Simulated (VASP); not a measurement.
Input of a VASP 6.6.1 run:

File INCAR:

```
SYSTEM = NiMoIrPdW
PREC     = Accurate       ! precision mode
ENCUT    = 600            ! plane-wave cutoff, eV
EDIFF    = 1E-6           ! SCF threshold, eV
ISMEAR   = -1             ! smearing method
SIGMA    = 0.05           ! smearing width, eV
LREAL    = .FALSE.        ! projectors in reciprocal space
LASPH    = .TRUE.         ! aspherical terms in the spheres
NELM     = 100            ! most SCF steps
ALGO     = Fast           ! electronic algorithm
ISIF     = 3              ! what is computed and relaxed
LWAVE    = .FALSE.        ! write WAVECAR
LCHARG   = .FALSE.        ! write CHGCAR
ISPIN    = 2              ! spin polarisation
MAGMOM   = 1 1 0 0.6 0    ! initial moments
LORBIT   = 11             ! projections on sites
LMAXMIX  = 4              ! l up to which the mixer works
GGA      = RP             ! functional
IBRION   = 2              ! ionic algorithm
NSW      = 40             ! ionic steps
EDIFFG   = -0.005         ! ionic threshold
KPAR     = 4
```

Contents of KPOINTS:

```
regular mesh
0
G
  11 11 3
  0 0 0
```

Contents of POSCAR:

```
NiMoIrPdW
1.0
    2.7607800000      0.0000000000      0.0000000000
   -1.3803900000      2.3909000000      0.0000000000
    0.0000000000      0.0000000000     11.3405100000
Ni Mo Pd Ir W
1 1 1 1 1
Direct
    0.0000000000      0.0000000000      0.7091700000
    0.6666700000      0.3333300000      0.2942500000
    0.6666700000      0.3333300000      0.8990100000
    0.0000000000      0.0000000000      0.1060400000
    0.6666700000      0.3333300000      0.5292100000
```

Potentials or basis: VASP PAW PBE potentials, release 64 (Ni, Mo_sv, Pd, Ir, W_sv).

Command:

```sh
$ cat potpaw_PBE.64/Ni/POTCAR potpaw_PBE.64/Mo_sv/POTCAR potpaw_PBE.64/Pd/POTCAR potpaw_PBE.64/Ir/POTCAR potpaw_PBE.64/W_sv/POTCAR > POTCAR
$ mpirun -np 4 vasp_std > vasp.out
```

Problem. Predict the space group after relaxing (to 0.05 Å).

Solution. P3m1 (No. 156).

Problem. What does it give for the relaxed cell?

Solution. a = 2.777 Å, b = 2.777 Å, c = 11.407 Å, α = 90.00°, β = 90.00°, γ = 120.00°.

Problem. What does it give for the net moment?

Solution. 0.00 μB per cell.

Problem. Estimate the band gap on the k mesh.

Solution. None (metal or under the smearing width).

Final structure:
```
Ni Mo Pd Ir W
1.0
     2.77749    0.00000    0.00000
    -1.38875    2.40537    0.00000
     0.00000    0.00000   11.40665
Ni Mo Pd Ir W
1 1 1 1 1
Direct
  0.00000 0.00000 0.70878
  0.66667 0.33333 0.29530
  0.66667 0.33333 0.89939
  0.00000 0.00000 0.10598
  0.66667 0.33333 0.52823
```

 The run has no spin-orbit coupling, so splittings on Ir, W are missing.
